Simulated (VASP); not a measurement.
Shape and ions are relaxed at each volume.

Energy against volume of MoSi2 (MoSi2 type). Calculation: vdW-DF-cx, VASP's PBE PAW potentials (set 64) (plane waves; VASP 6.6.1).

```tsv
V (Å³/atom)	E (eV/atom)
12.615	-6.21620
13.018	-6.24360
13.421	-6.25212
13.823	-6.24460
14.226	-6.22346
```

Problem. Fit a third-order Birch-Murnaghan equation of state.

Solution. 
| Item | Result |
|---|---|
| volume per atom | 13.42 Å³/atom |
| bulk modulus | 212 GPa |
| pressure derivative of the bulk modulus | 4.44 |

The compound is MoSi2 in the MoSi2 type structure. It was relaxed first.
